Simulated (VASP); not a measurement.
A run of VASP 6.6.1:

The input INCAR:

```
SYSTEM = TaSn
PREC     = Accurate       ! precision mode
ENCUT    = 520            ! plane-wave cutoff, eV
EDIFF    = 1E-7           ! SCF threshold, eV
ISMEAR   = 0              ! smearing method
SIGMA    = 0.1            ! smearing width, eV
LREAL    = .FALSE.        ! projectors in reciprocal space
LASPH    = .TRUE.         ! aspherical terms in the spheres
NELM     = 120            ! most SCF steps
ALGO     = Normal         ! electronic algorithm
ISIF     = 3              ! what is computed and relaxed
LWAVE    = .FALSE.        ! write WAVECAR
LCHARG   = .FALSE.        ! write CHGCAR
GGA      = PE             ! functional
IBRION   = 2              ! ionic algorithm
NSW      = 60             ! ionic steps
EDIFFG   = -0.005         ! ionic threshold
POTIM    = 0.3            ! step
KPAR     = 4
```

File KPOINTS:

```
Automatic mesh
0
G
  10 10 6
  0 0 0
```

File POSCAR:

```
TaSn                                    
1.0
    3.6481819314      0.0000000000     -0.0000000000
    0.0000000000      3.6481819314      0.0000000000
   -0.0000000000      0.0000000000      6.0870462275
  Ta              Sn            
     2     2
Direct
     0.5000000000000000    0.0000000000000000    0.8827179921798044
     0.0000000000000000    0.5000000000000000    0.1172820078201957
     0.5000000000000000    0.0000000000000000    0.3614749200475515
     0.0000000000000000    0.5000000000000000    0.6385250799524484
```

Potentials or basis: VASP PAW PBE potentials, release 64 (Ta_pv, Sn_d).

Command:

```console
$ cat potpaw_PBE.64/Ta_pv/POTCAR potpaw_PBE.64/Sn_d/POTCAR > POTCAR
$ mpirun -np 4 vasp_std > vasp.out
```

Hardware: 4 MPI ranks on Intel(R) Xeon(R) Platinum 8259CL CPU @ 2.50GHz (Skylake/Cascade Lake), with other jobs on the host.

Question: Estimate the wall time of this run.

Answer: Wall time 75 s on 4 MPI ranks on Intel(R) Xeon(R) Platinum 8259CL CPU @ 2.50GHz (Skylake/Cascade Lake), with other jobs on the host, peak memory 0.31 GiB a rank. Counts: scf iterations 20, k points 84, ion steps 2.
